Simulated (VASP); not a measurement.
Write the native input for VASP 6.6.1 that does the following.

- Task: single point
- Functional: PBE
- Potentials or basis: VASP PAW PBE potentials, release 64 (Li_sv, Fe, N)
- Cutoff: 520 eV
- k mesh: 6 × 6 × 4
- Occupations: fermi-dirac, width 0.019 eV
- Spin: no spin polarisation
- Dipole correction: no
- Further INCAR settings: ALGO = Normal; EDIFF = 1e-07; NBANDS = 15

The structure of LiFeN lies in POSCAR:

```
LiFeN
1.0
    3.1006003459      0.0000000000      0.0000000000
   -1.5503001730      2.6851986665      0.0000000000
    0.0000000000      0.0000000000      4.1453390000
Li Fe N
1 1 1
Direct
    0.3333333333      0.6666666667      0.0000000000
    0.6666666667      0.3333333333      0.5000000000
    0.3333333333      0.6666666667      0.5000000000
```

The cell comes from a database or a generator and needn't be the stable form of this composition.

One way to write it, as run:

INCAR

```
PREC = Accurate
ENCUT = 520
EDIFF = 1E-7
ISMEAR = -1
SIGMA = 0.019
LREAL = False
LASPH = True
NELM = 100
ALGO = Normal
ISIF = 2
LWAVE = False
LCHARG = True
GGA = PE
LELF = True
LVHAR = True
NBANDS = 15
```

KPOINTS

```
regular mesh
0
Gamma
  6 6 4
```

Potentials or basis: VASP PAW PBE potentials, release 64 (Li_sv, Fe, N).

Command:

```sh
$ cat potpaw_PBE.64/Li_sv/POTCAR potpaw_PBE.64/Fe/POTCAR potpaw_PBE.64/N/POTCAR > POTCAR
$ mpirun -np 1 vasp_std > vasp.out
```

It gave:

```json
{
  "Band gap on the k mesh": "none (metal or under the smearing width)"
}
```

Caveat: the k mesh is coarse (spacing up to 0.39 Å⁻¹), so the values aren't converged; the run has no spin polarisation, though such a crystal can be magnetic.

Run time: 12 s on 1 thread of Intel(R) Xeon(R) Platinum 8259CL CPU @ 2.50GHz (Skylake/Cascade Lake) (shared host), peak memory 0.15 GiB.
